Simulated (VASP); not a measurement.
A VASP calculation is set up with these files.

**POSCAR**
```
Rh
1
    0.0000000000     1.8810000000     1.8810000000
    1.8810000000     0.0000000000     1.8810000000
    1.8810000000     1.8810000000     0.0000000000
Rh
1
Direct
  0.0000000000   0.0000000000   0.0000000000
```

### KPOINTS
```
Automatic mesh
0
Gamma
16 16 16
0 0 0
```

### INCAR
```
# general
SYSTEM  = Rh
PREC    = Accurate
ENCUT   = 480
LREAL   = .FALSE.
LASPH   = .TRUE.   # aspherical one-centre terms

# electronic loop
EDIFF   = 1E-7   # SCF stop (eV)
NELM    = 100   # most electronic steps
ALGO    = Normal
LMAXMIX = 4
LMIXTAU = .TRUE.

# smearing
ISMEAR  = 1
SIGMA   = 0.1   # width (eV)

# functional
METAGGA = R2SCAN

# ions
ISIF    = 2   # forces and stress, cell fixed

# output
LWAVE   = .FALSE.
LCHARG  = .FALSE.
```

POTCAR, in this order: Rh_pv (PBE.64 set). Program: vasp_std.

**Question.** Write an equivalent input for Ansatz.

**Answer.** One equivalent input (not run):
Ansatz 0.2 input:
```yaml
crystal:
  lattice:
    - [0.0000000, 1.8810000, 1.8810000]
    - [1.8810000, 0.0000000, 1.8810000]
    - [1.8810000, 1.8810000, 0.0000000]
  atoms:
    - { symbol: Rh, position: [0.0000000, 0.0000000, 0.0000000] }
kpoints:
  mp_grid: { grid: [16, 16, 16] }
hamiltonian:
  xc: r2scan
  pseudopotentials: { kind: paw }
scf:
  occupations: { method: methfessel_paxton, width: 0.1 }
  max_iter: 100
output: { forces: true, stress: true, eigenvalues: true }
```
The two are equivalent in intent, not identical: each code has its own PAW files, so the cut-off isn't converted (ENCUT is set for VASP's; basis.ecutwfc is left out, and Ansatz then takes the one that its files recommend); Ansatz stops its SCF on the density residual and VASP on the energy change (EDIFF).

The compound is Rh in the fcc structure. This cell was strained or had an atom moved on purpose.
